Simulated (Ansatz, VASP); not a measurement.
# One calculation of ScAl2Sb2As, two programs

Contents of INCAR:

```
ALGO = Normal
EDIFF = 1E-6
EDIFFG = -0.04
ENCUT = 600
GGA = PE
IBRION = 2
ISIF = 3
ISMEAR = 0
LASPH = T
LCHARG = F
LREAL = F
LWAVE = F
NELM = 80
NSW = 90
PREC = Accurate
SIGMA = 0.1
```

The input KPOINTS:

```
k-points
0
Gamma
  4 4 2
```

File POSCAR:

```
ScAl2Sb2As
1.0
    4.0579607400      0.0000000000      0.0000000000
    0.0000000000      4.0579607400      0.0000000000
    0.0000000000      0.0000000000      7.5715432700
Sc Al Sb As
1 2 2 1
Direct
    0.0000000000      0.0000000000      0.5000000000
    0.0000000000      0.5000000000      0.5000000000
    0.5000000000      0.0000000000      0.5000000000
    0.5000000000      0.5000000000      0.7487540200
    0.5000000000      0.5000000000      0.2512459800
    0.0000000000      0.0000000000      0.0000000000
```

Input for Ansatz:

```yaml
crystal:
  lattice:
    - [4.05796074, 0.0, 0.0]
    - [0.0, 4.05796074, 0.0]
    - [0.0, 0.0, 7.57154327]
  atoms:
    - { symbol: Sc, position: [0.0, 0.0, 0.5] }
    - { symbol: Al, position: [0.0, 0.5, 0.5] }
    - { symbol: Al, position: [0.5, 0.0, 0.5] }
    - { symbol: Sb, position: [0.5, 0.5, 0.74875402] }
    - { symbol: Sb, position: [0.5, 0.5, 0.25124598] }
    - { symbol: As, position: [0.0, 0.0, 0.0] }
basis:
  ecutwfc: 420
kpoints:
  mp_grid: { grid: [4, 4, 2] }
hamiltonian:
  xc: pbe
scf:
  occupations: { method: gaussian, width: 0.1 }
  lower_state_search: "off"
output:
  forces: true
  stress: true
  eigenvalues: true
relax:
  adjacent_minimum: "off"
  f_tol: 0.04
  max_steps: 70
  cell: { stress_tol: 0.4 }
```

Change from the starting cell: species swapped into the Ba2CuSeO2 type (P4/mmm, No. 123).

Alike in both runs: task relaxation of cell and atoms; functional PBE; k mesh 4 × 4 × 2; occupations gaussian, width 0.1 eV; no spin polarisation.

|  | VASP | Ansatz |
| --- | --- | --- |
| version | VASP 6.6.1 | Ansatz 0.2.0 |
| potentials or method | VASP PAW PBE potentials, release 64 (Sc_sv, Al, Sb, As) | scalar-relativistic, plane waves, PAW |
| plane-wave cutoff (eV) | 600 | 420 |
| valence electrons in the cell | 32 | 62 |

VASP gave:

- gap on the k mesh at the Fermi level, each at its own relaxed structure (eV): none
- relaxed volume (Å³/atom): 28.20
- relaxed cell length with the largest relative difference (Å): 5.277
- energy change over the relaxation (meV/atom): -1365

What did Ansatz give for the same quantities?

gap on the k mesh at the Fermi level, each at its own relaxed structure (eV): none; relaxed volume (Å³/atom): 28.14; relaxed cell length with the largest relative difference (Å): 5.267; energy change over the relaxation (meV/atom): -1360.

A gap of «none» marks a metal or a gap that the smearing closes. The two sets of potentials don't hold the same shells in valence.

Caveats: the k mesh is coarse (spacing up to 0.41 Å⁻¹), so the values aren't converged; the volume moved by over 15 % at a fixed basis, so the end points are rough (VASP). Spin-orbit coupling is left out, which matters for the levels of Sb.
